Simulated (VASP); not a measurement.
Data:

```yaml
crystal:
  lattice:
    - [2.25067, -3.89828, 0.00000]
    - [2.25067, 3.89828, 0.00000]
    - [0.00000, 0.00000, 4.98584]
  atoms:
    - { symbol: Se, position: [0.00000, 0.21755, 0.66667] }
    - { symbol: Se, position: [0.78245, 0.78245, 0.00000] }
    - { symbol: Se, position: [0.21755, 0.00000, 0.36342] }
```

The numbers are results of r2SCAN meta-GGA, VASP's PBE PAW potentials (set 64) (plane waves; VASP 6.6.1), not measurements. Numerical set-up: 480 eV cut-off, 6×6×4 Γ-centred mesh, Gaussian smearing of 0.050 eV, potentials Se.

Problem. Which forces act on the atoms, in eV/Å?

Solution. 
```json
[
 {"atom": "Se1", "Fx": "0.002", "Fy": "0.439", "Fz": "0.779"},
 {"atom": "Se2", "Fx": "0.113", "Fy": "-0.067", "Fz": "0.560"},
 {"atom": "Se3", "Fx": "-0.115", "Fy": "-0.372", "Fz": "-1.339"}
]
```

Problem. Give the stress tensor in GPa (positive for a compressed cell).

Solution. 
```
-0.56   0.38  -1.33
 0.38   1.62   2.94
-1.33   2.94   0.71
```
The pressure is its mean diagonal, 0.59 GPa.

The compound is Se in the trig structure. This cell was strained or had an atom moved on purpose.
